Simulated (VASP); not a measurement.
Energy against volume of W (bcc). Method: PBE GGA with D3 dispersion (Becke-Johnson damping), VASP's PBE PAW potentials (set 64) (plane waves; VASP 6.6.1). Settings: 520 eV cut-off, 16×16×16 Γ-centred mesh, first-order Methfessel-Paxton smearing of 0.10 eV, potentials W_sv.

| V (Å³/atom) | E (eV/atom) |
|---|---|
| 15.333 | -13.63314 |
| 15.807 | -13.64664 |
| 16.281 | -13.63166 |
| 16.756 | -13.59287 |

Task: Fit these four points and predict the energy of the run at 14.859 Å³/atom.

Result: A cubic in V^(−2/3), the third-order Birch-Murnaghan form, passes through the four points with V0 = 15.78 Å³/atom and B0 = 323 GPa, and gives -13.5854 eV/atom there. The run gave -13.5862 eV/atom, -0.8 meV/atom from the fit; all five points give B0 = 321 GPa.

The compound is W in the bcc structure. The cell was not relaxed at this level.
